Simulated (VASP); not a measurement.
Given:

```yaml
crystal:
  lattice:
    - [0.00000, 3.01616, 3.01616]
    - [3.01616, 0.00000, 3.01616]
    - [3.01616, 3.01616, 0.00000]
  atoms:
    - { symbol: Cd, position: [0.00000, 0.00000, 0.00000] }
    - { symbol: S, position: [0.25000, 0.25000, 0.25000] }
```

These are optB88-vdW, VASP's PBE PAW potentials (set 64) (plane waves; VASP) values and carry that method's errors. Numerical set-up: 520 eV cut-off, 8×8×8 Γ-centred mesh, Gaussian smearing of 0.050 eV, potentials Cd S.

Q: Give the stress tensor in GPa (positive for a compressed cell).

A: 
```
-2.85   0.00   0.00
 0.00  -2.85   0.00
 0.00   0.00  -2.85
```
The pressure is its mean diagonal, -2.85 GPa.

The compound is CdS in the zinc blende structure, a metastable form; wurtzite is the usual one. This cell is one point of a volume scan, at 1.06 of the reference volume.
